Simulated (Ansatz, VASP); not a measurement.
**Moving spin-orbit coupling in TaSeF**

The cell as given:

The structure is tetragonal, space group P4/mmm (No. 123). The conventional cell has a = 3.670 Å, b = 3.670 Å, c = 4.145 Å, α = 90.00°, β = 90.00°, γ = 90.00°. Around Ta (site symmetry 4/mmm) lie 2 F at 2.07 Å. Se (site symmetry 4/mmm) has 4 Ta at 2.59 Å as nearest neighbours. F (site symmetry 4/mmm) is surrounded by 2 Ta at 2.07 Å.

The cell comes from a database or a generator and needn't be the stable form of this composition.

Kept alike: task relaxation of cell and atoms; functional PBE; k mesh 5 × 5 × 5; occupations fermi-dirac, width 0.05 eV. Program: Ansatz, Ansatz PAW, cutoff 420 eV. The mesh is that of the run's cell of 3 atoms.

```csv
spin-orbit coupling,volume (Å³/atom),first edge of the run's cell (Å)
off,18.578,3.662
on,18.640,3.668
```

The relaxations keep at least the cell's symmetry (P4/mmm). For a metal such a mesh leaves the last digits unconverged. Relaxations stop with a little pressure left, so the last digits of a volume or edge aren't settled. Ansatz's relaxations hold a Pulay term in the stress (up to 0.2 GPa here).

The volume runs from 18.578 (off) to 18.640 Å³/atom (on). A twin series (VASP, PBE PAW files F, Se, Ta_pv, 600 eV) moves it by +0.1112 between off and on, against +0.0618 Å³/atom here. The first edge of the run's cell runs from 3.662 (off) to 3.668 Å (on). A twin series (VASP, PBE PAW files F, Se, Ta_pv, 600 eV) moves it by +0.0094 between off and on, against +0.0061 Å here.
